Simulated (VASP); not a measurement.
Given:

```yaml
crystal:
  lattice:
    - [1.57797, -2.73313, 0.00000]
    - [1.57797, 2.73313, 0.00000]
    - [0.00000, 0.00000, 4.98977]
  atoms:
    - { symbol: Hf, position: [0.33333, 0.66667, 0.25000] }
    - { symbol: Hf, position: [0.66667, 0.33333, 0.75000] }
```

These are revPBE GGA, VASP's PBE PAW potentials (set 64) (plane waves; VASP) values and carry that method's errors. Run with 520 eV cut-off, 13×13×7 Γ-centred mesh, first-order Methfessel-Paxton smearing of 0.10 eV, potentials Hf_pv.

Q: Give the stress tensor in GPa (positive for a compressed cell).

A: 
```
7.13  0.00  0.00
0.00  7.13  0.00
0.00  0.00  7.17
```
The pressure is its mean diagonal, 7.14 GPa.

The compound is Hf in the hcp structure. This cell is one point of a volume scan, at 0.94 of the reference volume.
